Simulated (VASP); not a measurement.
Calculation: PBE GGA, VASP's PBE PAW potentials (set 64) (plane waves; VASP 6.6.1).

The input files of a VASP run:

### INCAR
```
! general
SYSTEM =Bi
PREC   =Accurate
ENCUT  =300
LREAL  =.False.
LASPH  =.True.

! electronic loop
EDIFF  =1E-6
NELM   =100
ALGO   =Normal
LMAXMIX=4

! smearing
ISMEAR =-1
SIGMA  =0.1

! functional
GGA    =PE

! ions
ISIF   =2

! output
LWAVE  =.False.
LCHARG =.False.
```

### KPOINTS
```
Automatic mesh
0
Gamma
5 5 1
0 0 0
```

### POSCAR
```
Bi
1
    4.4817500000     0.0000000000     0.0000000000
   -2.2408750000     3.8813100000     0.0000000000
    0.0000000000     0.0000000000    25.5038000000
Bi
6
Direct
  0.6666670000   0.3333330000   0.3136790000
  0.0000000000   0.0000000000   0.3763010000
  0.3333330000   0.6666670000   0.4686870000
  0.6666670000   0.3333330000   0.5313130000
  0.0000000000   0.0000000000   0.6236990000
  0.3333330000   0.6666670000   0.6863210000
```

POTCAR, in this order: Bi_d (PBE.64 set). Program: vasp_std.

The run wrote:

### OSZICAR
```
       N       E                     dE             d eps       ncg     rms          rms(c)
DAV:   1     0.804109777570E+03    0.80411E+03   -0.36717E+04   708   0.110E+03
DAV:   2     0.446424138725E+02   -0.75947E+03   -0.75104E+03   610   0.376E+02
DAV:   3    -0.204245887429E+02   -0.65067E+02   -0.64672E+02   626   0.143E+02
DAV:   4    -0.229302799971E+02   -0.25057E+01   -0.25020E+01   680   0.288E+01
DAV:   5    -0.230036052354E+02   -0.73325E-01   -0.73321E-01   720   0.412E+00    0.211E+00
DAV:   6    -0.229584399096E+02    0.45165E-01   -0.99756E-02   778   0.327E+00    0.132E+00
DAV:   7    -0.229401835458E+02    0.18256E-01   -0.72841E-02   660   0.516E+00    0.367E-01
DAV:   8    -0.229387294503E+02    0.14541E-02   -0.52063E-02   640   0.173E+00    0.179E-01
DAV:   9    -0.229392596795E+02   -0.53023E-03   -0.67438E-03   690   0.571E-01    0.172E-01
DAV:  10    -0.229390357489E+02    0.22393E-03   -0.50743E-04   728   0.160E-01    0.106E-01
DAV:  11    -0.229388371890E+02    0.19856E-03   -0.15767E-03   618   0.271E-01    0.557E-02
DAV:  12    -0.229387850464E+02    0.52143E-04   -0.22963E-04   634   0.167E-01    0.310E-02
DAV:  13    -0.229387998640E+02   -0.14818E-04   -0.13181E-04   608   0.959E-02    0.111E-02
DAV:  14    -0.229388608552E+02   -0.60991E-04   -0.28434E-05   592   0.475E-02    0.600E-03
DAV:  15    -0.229389234938E+02   -0.62639E-04   -0.19823E-05   590   0.215E-02    0.878E-03
DAV:  16    -0.229389501267E+02   -0.26633E-04   -0.59731E-06   434   0.875E-03    0.576E-03
DAV:  17    -0.229389715787E+02   -0.21452E-04   -0.56120E-06   482   0.137E-02    0.202E-03
DAV:  18    -0.229389982723E+02   -0.26694E-04   -0.21520E-06   420   0.100E-02    0.149E-03
DAV:  19    -0.229390052860E+02   -0.70136E-05   -0.21388E-07   416   0.542E-03    0.151E-03
DAV:  20    -0.229390199905E+02   -0.14705E-04   -0.73192E-07   386   0.421E-03    0.422E-04
DAV:  21    -0.229390215038E+02   -0.15133E-05   -0.77248E-08   358   0.225E-03    0.530E-04
DAV:  22    -0.229390223831E+02   -0.87933E-06   -0.37202E-08   364   0.141E-03
   1 F= -.22939022E+02 E0= -.22921542E+02  d E =-.349601E-01
```

**OUTCAR**
```
------------------------ aborting loop because EDIFF is reached ----------------------------------------
  FORCE on cell =-STRESS in cart. coord.  units (eV):
  Direction    XX          YY          ZZ          XY          YZ          ZX
  --------------------------------------------------------------------------------------
  Total        1.9913705      1.9913712      2.2520992      0.0000000      0.0000000      0.0000000
  in kB        7.1917040      7.1917064      8.1333086      0.0000000      0.0000000      0.0000000
  external PRESSURE =       7.5055730 kB  Pullay stress =       0.0000000 kB
  volume of cell :      443.64
      direct lattice vectors                 reciprocal lattice vectors
     4.481750000  0.000000000  0.000000000     0.223127127  0.128822485  0.000000000
    -2.240875000  3.881310000  0.000000000     0.000000000  0.257644970  0.000000000
     0.000000000  0.000000000 25.503800000     0.000000000  0.000000000  0.039209843
 POSITION                                       TOTAL-FORCE (eV/Angst)
 -----------------------------------------------------------------------------------
      2.24088      1.29377      8.00001         0.000000      0.000000     -0.343748
      0.00000      0.00000      9.59711        -0.000000      0.000000      0.083838
     -0.00000      2.58754     11.95330        -0.000000      0.000000     -0.120873
      2.24088      1.29377     13.55050        -0.000000      0.000000      0.120873
      0.00000      0.00000     15.90669         0.000000      0.000000     -0.083838
     -0.00000      2.58754     17.50379         0.000000      0.000000      0.343748
 -----------------------------------------------------------------------------------
    total drift:                                0.000000      0.000000      0.000000
  FREE ENERGIE OF THE ION-ELECTRON SYSTEM (eV)
  ---------------------------------------------------
  free  energy   TOTEN  =       -22.9390223831 eV

  energy  without entropy=      -22.9040623149  energy(sigma->0) =      -22.92154235
```
(Selected blocks of OUTCAR.)

At this cut-off the stress carries a Pulay error, which pulls relaxed volumes low. The cell holds a wide vacuum, so values per volume refer to the whole cell.

The cell is a sheet with vacuum, built from a generated structure.
